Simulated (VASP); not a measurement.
Here is a VASP 6.6.1 calculation.

The input INCAR:

```
SYSTEM = Nb5P4Pd4
PREC     = Accurate       ! precision mode
ENCUT    = 520            ! plane-wave cutoff, eV
EDIFF    = 1E-7           ! SCF threshold, eV
ISMEAR   = -1             ! smearing method
SIGMA    = 0.05           ! smearing width, eV
LREAL    = .FALSE.        ! projectors in reciprocal space
LASPH    = .TRUE.         ! aspherical terms in the spheres
NELM     = 100            ! most SCF steps
ALGO     = Fast           ! electronic algorithm
ISIF     = 2              ! what is computed and relaxed
LWAVE    = .FALSE.        ! write WAVECAR
LCHARG   = .FALSE.        ! write CHGCAR
GGA      = PE             ! functional
NBANDS   = 74             ! bands
```

Contents of KPOINTS:

```
Automatic mesh
0
G
  3 3 3
  0 0 0
```

POSCAR

```
Nb5P4Pd4
1.0
    5.9368640000      0.6478450000     -1.0266010000
   -0.3546970000      5.8755840000      0.7673900000
    0.1263740000      0.6931750000      6.2044270000
Nb Pd P
5 4 4
Direct
    0.5651860288      0.1933368495      0.2779560107
    0.2613274764      0.0504846786      0.8223137465
    0.7264350190      0.9505324132      0.9741171664
    0.4257021545      0.7306315604      0.2472187850
    0.9922537753      0.5341964673      0.2259734365
    0.5097465971      0.7712843999      0.6608878516
    0.2929881100      0.5036215300      0.9495978856
    0.8907717032      0.3402534871      0.6091002437
    0.9397364856      0.7323462132      0.7324077236
    0.0564968249      0.1832492410      0.1160681014
    0.2592487721      0.4504885943      0.5531220863
    0.6040204364      0.3168545131      0.8420890437
    0.1507310024      0.9518514592      0.4273141269
```

Potentials or basis: VASP PAW PBE potentials, release 64 (Nb_sv, Pd, P).

Command:

```sh
$ cat potpaw_PBE.64/Nb_sv/POTCAR potpaw_PBE.64/Pd/POTCAR potpaw_PBE.64/P/POTCAR > POTCAR
$ mpirun -np 1 vasp_std > vasp.out
```

(1) What does it give for the band gap on the k mesh?

(2) Predict the pressure.

Answers

(1) none (metal or under the smearing width).

(2) 7.8 GPa.

Caveat: the k mesh is coarse (spacing up to 0.36 Å⁻¹), so the values aren't converged.
